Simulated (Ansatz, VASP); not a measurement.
# Ta (Ta(111)) in two plane-wave programs, part 2 of 2

Aim: how closely do two programs agree when they are given the same cell, functional and k mesh?

VASP 6.6.1 and Ansatz 0.2.0.

So far: Set-up; VASP: single point, PBE; Ansatz: single point, PBE.

### 4. Differences

Known differences besides the PAW data sets themselves: the data sets hold 143 valence electrons in Ansatz (default PAW (the set named soft_2) files) and 55 in VASP; the cutoff is 420 eV in Ansatz and 350 eV in VASP (PREC = Normal). Total energies have different zeros and are not compared.

The two programs side by side:

```tsv
quantity	Ansatz	VASP	difference
work function, lower of the two faces (eV)	3.49	3.51	-0.02
work function, higher of the two faces (eV)	3.49	3.51	-0.02
```

Forces on 10 of the 11 atoms, picked by the larger force of the two programs (eV/Å; atoms numbered as in POSCAR):

```tsv
atom	Ansatz x, y, z	VASP x, y, z
Ta1	0.000, 0.000, 2.023	0.000, 0.000, 2.203
Ta2	0.000, 0.000, -0.073	0.000, 0.000, -0.031
Ta3	0.000, 0.000, -1.081	0.000, 0.000, -1.020
Ta4	0.000, 0.000, -0.354	0.000, 0.000, -0.399
Ta5	0.000, 0.000, -0.459	0.000, 0.000, -0.469
Ta7	0.000, 0.000, 0.459	0.000, 0.000, 0.469
Ta8	0.000, 0.000, 0.354	0.000, 0.000, 0.399
Ta9	0.000, 0.000, 1.081	0.000, 0.000, 1.020
Ta10	0.000, 0.000, 0.073	0.000, 0.000, 0.031
Ta11	0.000, 0.000, -2.023	0.000, 0.000, -2.203
```

The forces differ by 49 meV/Å r.m.s., which is 8.0 % of the r.m.s. force of 0.62 eV/Å (both taken over all components).

### 5. Further runs

The difference is large enough to ask for its cause, so further runs change the set-up of one program at a time, as the table lists.

```tsv
run	r.m.s. force difference (% of the r.m.s. force)
as above	8.0
Ansatz's larger PAW set (cutoff 640 eV)	8.4
norm-conserving potentials (cutoff 1000 eV)	8.6
```

### 6. VASP: single point, RPBE

A single point gives forces, pressure and levels at one fixed geometry, so differences don't come from the geometry; what else differs is listed under the comparison.

INCAR reads:

```
SYSTEM = Ta
PREC = Normal
ENCUT = 350
EDIFF = 1E-06
NELM = 120
ISMEAR = 1
SIGMA = 0.1
LREAL = .FALSE.
ALGO = Normal
GGA = RP
NBANDS = 38
LASPH = .TRUE.
LORBIT = 11
LWAVE = .FALSE.
LCHARG = .FALSE.
KPAR = 4
IDIPOL = 3
LDIPOL = .TRUE.
DIPOL = 0.5 0.5 0.5
LVHAR = .TRUE.
LVACPOTAV = .TRUE.
```

POSCAR reads:

```
Ta
1.0
    4.6810468915      0.0000000000      0.0000000000
    2.3405234457      4.0539055243      0.0000000000
    0.0000000000      0.0000000000     27.5551469551
Ta
11
Direct
    0.6666666667      0.6666666667      0.3266177464
    0.0000000000      0.0000000000      0.3612941971
    0.3333333333      0.3333333333      0.3959706478
    0.6666666667      0.6666666667      0.4306470986
    0.0000000000      0.0000000000      0.4653235493
    0.3333333333      0.3333333333      0.5000000000
    0.6666666667      0.6666666667      0.5346764507
    0.0000000000      0.0000000000      0.5693529014
    0.3333333333      0.3333333333      0.6040293522
    0.6666666667      0.6666666667      0.6387058029
    0.0000000000      0.0000000000      0.6733822536
```

KPOINTS reads:

```
Automatic mesh
0
Gamma
6 6 1
0 0 0
```

Potentials, in the order of the species: Ta (PBE family, release 64).

On the command line:

```sh
mpirun -np 4 vasp_std
```

Numbers of over 12 decimals in the logs are rounded to 6 here.

The program printed:

```text
[banner, memory and clock lines left out]
running    4 mpi-ranks, on    1 nodes
[...]
|                                                                             |
|               ----> ADVICE to this user running VASP <----                  |
|                                                                             |
|     You enforced a specific xc type in the INCAR file but a different       |
|     [... a line on the potential file left out ...]
|     I HOPE YOU KNOW WHAT YOU ARE DOING!                                     |
|                                                                             |

 LDA part: xc-table for (Slater+PW92), standard interpolation
 POSCAR, INCAR and KPOINTS ok, starting setup
[...]
entering main loop
       N       E                     dE             d eps       ncg     rms          rms(c)
DAV:   1     0.185215247185E+03    0.18522E+03   -0.15187E+04   532   0.801E+02
DAV:   2    -0.933668552717E+02   -0.27858E+03   -0.26123E+03   760   0.163E+02
DAV:   3    -0.128248447658E+03   -0.34882E+02   -0.33277E+02   674   0.612E+01
DAV:   4    -0.130998370788E+03   -0.27499E+01   -0.27039E+01   888   0.153E+01
[...]
DAV:  32    -0.117966407872E+03   -0.55640E-05   -0.40524E-07   472   0.133E-03    0.310E-04
DAV:  33    -0.117966408992E+03   -0.11199E-05   -0.12347E-07   432   0.911E-04    0.515E-04
DAV:  34    -0.117966409718E+03   -0.72633E-06   -0.91720E-08   432   0.684E-04
 [... a notice as in an earlier step ...]

   1 F= -.11796641E+03 E0= -.11796403E+03  d E =-.714058E-02
```

OUTCAR, selected parts (step 6):

```text
  Total       -7.1192089     -7.1192089     -9.2656180      0.0000000      0.0000000     -0.0000000
  in kB      -21.8133803    -21.8133803    -28.3900154      0.0000000      0.0000000     -0.0000000
  external PRESSURE =     -24.0055920 kB  Pullay stress =       0.0000000 kB

 POSITION                                       TOTAL-FORCE (eV/Angst)
 -----------------------------------------------------------------------------------
      4.68105      2.70260      9.00000        -0.000000     -0.000000      1.968628
      0.00000      0.00000      9.95551         0.000000      0.000000      0.117070
      2.34052      1.35130     10.91103        -0.000000      0.000000     -1.171964
      4.68105      2.70260     11.86654        -0.000000     -0.000000     -0.794915
      0.00000      0.00000     12.82206         0.000000      0.000000     -0.553007
      2.34052      1.35130     13.77757        -0.000000      0.000000      0.000000
      4.68105      2.70260     14.73309        -0.000000      0.000000      0.553007
      0.00000      0.00000     15.68860         0.000000     -0.000000      0.794915
      2.34052      1.35130     16.64412        -0.000000     -0.000000      1.171964
      4.68105      2.70260     17.59963        -0.000000     -0.000000     -0.117070
      0.00000      0.00000     18.55515         0.000000      0.000000     -1.968628
 -----------------------------------------------------------------------------------
    total drift:                               -0.000000     -0.000000     -0.000000

  FREE ENERGIE OF THE ION-ELECTRON SYSTEM (eV)
  ---------------------------------------------------
  free  energy   TOTEN  =      -117.9664097184 eV

  energy  without entropy=     -117.9592691363  energy(sigma->0) =     -117.96402952

[... 1 part as in an earlier step ...]

[... 2 further parts left out ...]
[key lines of the parts left out:]
E-fermi :   0.2473
```

### 7. Ansatz: single point, RPBE

The same cell, functional, mesh and smearing now go to Ansatz, which takes its cutoff from its data sets.

input.yaml reads:

```yaml
crystal:
  lattice:
    - [4.6810468915, 0.0, 0.0]
    - [2.3405234457, 4.0539055243, 0.0]
    - [0.0, 0.0, 27.5551469551]
  atoms:
    - { symbol: Ta, position: [0.6666666667, 0.6666666667, 0.3266177464] }
    - { symbol: Ta, position: [0.0, 0.0, 0.3612941971] }
    - { symbol: Ta, position: [0.3333333333, 0.3333333333, 0.3959706478] }
    - { symbol: Ta, position: [0.6666666667, 0.6666666667, 0.4306470986] }
    - { symbol: Ta, position: [0.0, 0.0, 0.4653235493] }
    - { symbol: Ta, position: [0.3333333333, 0.3333333333, 0.5] }
    - { symbol: Ta, position: [0.6666666667, 0.6666666667, 0.5346764507] }
    - { symbol: Ta, position: [0.0, 0.0, 0.5693529014] }
    - { symbol: Ta, position: [0.3333333333, 0.3333333333, 0.6040293522] }
    - { symbol: Ta, position: [0.6666666667, 0.6666666667, 0.6387058029] }
    - { symbol: Ta, position: [0.0, 0.0, 0.6733822536] }
hamiltonian:
  xc: rpbe
  pseudopotentials: { kind: paw }
kpoints:
  mp_grid: { grid: [6, 6, 1] }
scf:
  occupations: { method: methfessel_paxton, width: 0.1 }
  n_extra_bands: 6
efield:
  axis: 3
  dipole_correction: true
  ramp_width: 0.04
output:
  forces: true
  eigenvalues: true
```

On the command line:

```sh
ansatz run input.yaml --threads 4 --pin off --max-ram 9216MiB --backend cpu --events-out ev --progress --plain --runs-dir out
```

The program printed:

```text
[...]
Crystal: 11 atoms, lattice volume = 522.901 Å³
Basis set: ecut = 420 eV, 10215 PW (Γ), exchange–correlation on 64×64×384 points (8 copies of the dense FFT grid, shifted against one another)
Bands: 78, of which v1, the nominal top of the filled ones, is band 72 counted from 1 (71 counted from 0)
Symmetry: 6 space group operations
[...]
k-point 0: bands = [... 68 lower, 4.5405, 4.7526, 4.7526, 5.0590, 5.0590, 5.1816, 5.3705, 5.6332, ... 2 higher]
  k-point 1: bands = [... 68 lower, 4.7845, 4.9216, 4.9784, 5.1970, 5.2453, 5.4256, 5.5293, 5.5886, ... 2 higher]
  k-point 2: bands = [... 68 lower, 4.9898, 4.9933, 5.2181, 5.3715, 5.5151, 5.6366, 5.7305, 5.7829, ... 2 higher]
  k-point 6: bands = [... 68 lower, 4.8525, 4.8646, 4.8646, 5.0377, 5.0377, 5.1940, 5.2047, 5.2907, ... 2 higher]
[key lines of the parts left out:]
SCF converged after 9 iterations
Free energy (F): -109385.942206 eV
Fermi energy:    5.150201 eV
Dipole field:    D = 0.000006 V/Å  (p = 0.000018 e·Å, saw-weighted, corrected)
Work function:   Φ+ = 3.3127 eV   Φ− = 3.3129 eV
```

Wall time 5.8 s (4 threads of Intel Xeon Platinum 8559C (Emerald Rapids), shared host); peak memory 1.1 GiB.

### 8. Differences

What differs besides the data sets and the points named for the pairs above, as far as they apply: Ansatz makes its cores anew for this functional, VASP keeps those of its PBE data sets. Total energies have different zeros and are not compared.

The two programs side by side:

```tsv
quantity	Ansatz	VASP	difference
work function, lower of the two faces (eV)	3.31	3.33	-0.02
work function, higher of the two faces (eV)	3.31	3.33	-0.02
```

Forces on 10 of the 11 atoms, picked by the larger force of the two programs (eV/Å; atoms numbered as in POSCAR):

```tsv
atom	Ansatz x, y, z	VASP x, y, z
Ta1	0.000, 0.000, 1.783	0.000, 0.000, 1.969
Ta2	0.000, 0.000, 0.050	0.000, 0.000, 0.117
Ta3	0.000, 0.000, -1.247	0.000, 0.000, -1.172
Ta4	0.000, 0.000, -0.748	0.000, 0.000, -0.795
Ta5	0.000, 0.000, -0.545	0.000, 0.000, -0.553
Ta7	0.000, 0.000, 0.545	0.000, 0.000, 0.553
Ta8	0.000, 0.000, 0.748	0.000, 0.000, 0.795
Ta9	0.000, 0.000, 1.247	0.000, 0.000, 1.172
Ta10	0.000, 0.000, -0.050	0.000, 0.000, -0.117
Ta11	0.000, 0.000, -1.783	0.000, 0.000, -1.969
```

The forces differ by 53 meV/Å r.m.s., which is 8.7 % of the r.m.s. force of 0.61 eV/Å (both taken over all components).

### 9. What moves the difference

The difference is large enough to ask for its cause, so further runs change the set-up of one program at a time, as the table lists.

```tsv
run	r.m.s. force difference (% of the r.m.s. force)
as above	8.7
cores kept as stored, as VASP does	8.7
Ansatz's larger PAW set (cutoff 640 eV)	9.1
norm-conserving potentials (cutoff 789 eV)	8.6
```

### 10. Ansatz: single point, r2SCAN

A single point gives forces, pressure and levels at one fixed geometry, so differences don't come from the geometry; what else differs is listed under the comparison.

Edit input.yaml of step 7 so:

```diff
@@ -18,3 +18,3 @@
 hamiltonian:
-  xc: rpbe
+  xc: r2scan
   pseudopotentials: { kind: paw }
```

The program printed:

```text
[...]
Crystal: 11 atoms, lattice volume = 522.901 Å³
Basis set: ecut = 500 eV, 13367 PW (Γ), exchange–correlation on 144×144×864 points (64 copies of the dense FFT grid, shifted against one another)
Bands: 78, of which v1, the nominal top of the filled ones, is band 72 counted from 1 (71 counted from 0)
Symmetry: 6 space group operations
[...]
k-point 0: bands = [... 68 lower, 4.3461, 4.5694, 4.5694, 4.9030, 4.9030, 5.0774, 5.2820, 5.5288, ... 2 higher]
  k-point 1: bands = [... 68 lower, 4.5886, 4.7499, 4.8035, 5.0246, 5.0969, 5.2965, 5.4278, 5.4756, ... 2 higher]
  k-point 2: bands = [... 68 lower, 4.8323, 4.8334, 5.0533, 5.2034, 5.3603, 5.4810, 5.5760, 5.6404, ... 2 higher]
  k-point 6: bands = [... 68 lower, 4.6757, 4.6757, 4.6803, 4.8601, 4.8601, 5.0219, 5.0236, 5.1312, ... 2 higher]
[key lines of the parts left out:]
SCF converged after 10 iterations
Free energy (F): -109379.474248 eV
Fermi energy:    4.980845 eV
Dipole field:    D = 0.000002 V/Å  (p = 0.000006 e·Å, saw-weighted, corrected)
Work function:   Φ+ = 3.4265 eV   Φ− = 3.4265 eV
```

Run time: 13 s. Hardware: 4 threads; peak memory 2.1 GiB; 47 s of CPU time.

### 11. VASP: single point, r2SCAN

The same cell, functional, mesh and smearing now go to VASP, with its own data sets and cutoff.

Edit INCAR of step 6 so:

```diff
@@ -9,5 +9,5 @@
 ALGO = Normal
-GGA = RP
+METAGGA = R2SCAN
+LASPH = .TRUE.
 NBANDS = 38
-LASPH = .TRUE.
 LORBIT = 11
```

POSCAR is that of step 6.

KPOINTS is that of step 6.

On the command line:

```sh
mpirun -np 4 vasp_std
```

The program printed:

```text
[banner, memory and clock lines left out]
running    4 mpi-ranks, on    1 nodes
[...]
[... a notice as in an earlier step ...]

 LDA part: xc-table for (None), standard interpolation
 POSCAR, INCAR and KPOINTS ok, starting setup
[...]
entering main loop
       N       E                     dE             d eps       ncg     rms          rms(c)
DAV:   1    -0.209813353592E+03   -0.20981E+03   -0.15534E+04   532   0.818E+02
DAV:   2    -0.493985753834E+03   -0.28417E+03   -0.26706E+03   754   0.164E+02
DAV:   3    -0.530115033065E+03   -0.36129E+02   -0.34467E+02   654   0.633E+01
DAV:   4    -0.533061366485E+03   -0.29463E+01   -0.28917E+01   904   0.160E+01
[...]
DAV:  30    -0.526685939174E+03   -0.29036E-05   -0.61044E-07   448   0.555E-03    0.736E-04
DAV:  31    -0.526685943519E+03   -0.43455E-05   -0.58128E-07   456   0.551E-03    0.580E-04
DAV:  32    -0.526685944054E+03   -0.53486E-06   -0.37379E-07   432   0.436E-03
 [... a notice as in an earlier step ...]

   1 F= -.52668594E+03 E0= -.52668499E+03  d E =-.286373E-02
```

From OUTCAR (step 11):

```text
  Total      -15.5496061    -15.5496061    -15.9134997      0.0000000     -0.0000000      0.0000000
  in kB      -47.6442645    -47.6442645    -48.7592409      0.0000000     -0.0000000      0.0000000
  external PRESSURE =     -48.0159233 kB  Pullay stress =       0.0000000 kB

 POSITION                                       TOTAL-FORCE (eV/Angst)
 -----------------------------------------------------------------------------------
      4.68105      2.70260      9.00000        -0.000000      0.000000      2.472548
      0.00000      0.00000      9.95551        -0.000000      0.000000      0.323500
      2.34052      1.35130     10.91103        -0.000000     -0.000000     -1.129912
      4.68105      2.70260     11.86654        -0.000000     -0.000000     -0.786340
      0.00000      0.00000     12.82206        -0.000000     -0.000000     -0.519403
      2.34052      1.35130     13.77757        -0.000000      0.000000     -0.000000
      4.68105      2.70260     14.73309         0.000000     -0.000000      0.519403
      0.00000      0.00000     15.68860         0.000000      0.000000      0.786340
      2.34052      1.35130     16.64412         0.000000      0.000000      1.129912
      4.68105      2.70260     17.59963         0.000000     -0.000000     -0.323500
      0.00000      0.00000     18.55515         0.000000     -0.000000     -2.472548
 -----------------------------------------------------------------------------------
    total drift:                               -0.000000     -0.000000     -0.000000

  FREE ENERGIE OF THE ION-ELECTRON SYSTEM (eV)
  ---------------------------------------------------
  free  energy   TOTEN  =      -526.6859440539 eV

  energy  without entropy=     -526.6830803199  energy(sigma->0) =     -526.68498948

[... 2 parts as in an earlier step ...]

[... 1 further part left out ...]
[key lines of the parts left out:]
E-fermi :   0.0723
```

### 12. Comparison

What differs besides the data sets and the points named for the pairs above, as far as they apply: VASP keeps PBE cores, Ansatz makes them for the functional; the cutoff is 500 eV in Ansatz and 350 eV in VASP (PREC = Normal). Total energies have different zeros and are not compared.

The two programs side by side:

```tsv
quantity	Ansatz	VASP	difference
work function, lower of the two faces (eV)	3.43	3.44	-0.01
work function, higher of the two faces (eV)	3.43	3.44	-0.01
```

Forces on 10 of the 11 atoms, picked by the larger force of the two programs (eV/Å; atoms numbered as in POSCAR):

```tsv
atom	Ansatz x, y, z	VASP x, y, z
Ta1	0.000, 0.000, 2.254	0.000, 0.000, 2.473
Ta2	0.000, 0.000, 0.249	0.000, 0.000, 0.324
Ta3	0.000, 0.000, -1.221	0.000, 0.000, -1.130
Ta4	0.000, 0.000, -0.746	0.000, 0.000, -0.786
Ta5	0.000, 0.000, -0.510	0.000, 0.000, -0.519
Ta7	0.000, 0.000, 0.510	0.000, 0.000, 0.519
Ta8	0.000, 0.000, 0.746	0.000, 0.000, 0.786
Ta9	0.000, 0.000, 1.221	0.000, 0.000, 1.130
Ta10	0.000, 0.000, -0.249	0.000, 0.000, -0.324
Ta11	0.000, 0.000, -2.254	0.000, 0.000, -2.473
```

The forces differ by 62 meV/Å r.m.s., which is 8.7 % of the r.m.s. force of 0.71 eV/Å (both taken over all components).

### 13. What moves the difference

The difference is large enough to ask for its cause, so further runs change the set-up of one program at a time, as the table lists.

```tsv
run	r.m.s. force difference (% of the r.m.s. force)
as above	8.7
cores kept as stored, as VASP does	8.2
Ansatz's larger PAW set (cutoff 640 eV)	8.8
```

### 14. Outcome

| Property | Result |
| --- | --- |
| r.m.s. force difference (single point, PBE) | 8.0 % of the r.m.s. force |
| r.m.s. force difference (single point, RPBE) | 8.7 % of the r.m.s. force |
| r.m.s. force difference (single point, r2SCAN) | 8.7 % of the r.m.s. force |

In words: The r.m.s. force difference is 8.7 % of the r.m.s. force (single point, r2SCAN), beyond the 3 % picked in this series as the mark of a large difference. For single point, PBE: no further run halves the r.m.s. force difference; only Ansatz's side was varied, and Ansatz's runs with other potentials lie closer to each other than to VASP, which for this quantity points to VASP's side; this was not tested here. For single point, RPBE: no further run halves the r.m.s. force difference; only Ansatz's side was varied, and Ansatz's runs with other potentials lie closer to each other than to VASP, which for this quantity points to VASP's side; this was not tested here. For single point, r2SCAN: no further run halves the r.m.s. force difference; only Ansatz's side was varied. 5 further runs on this material are not shown. Differences of this kind measure data sets and numerical settings, not the functional's error against experiment.

[Lines on the potential files, build, host, timing and source positions are cut from VASP's logs without a mark.]

[Logs are printed without paths, hosts, clocks, repeated set-up lines and the standing remarks that a program may print on its own settings, such as how far it seeks lower states.]

[Hosts, paths, dates, database ids (printed as entryN), source tags and the programs' standing remarks are cut or masked in the printed files.]
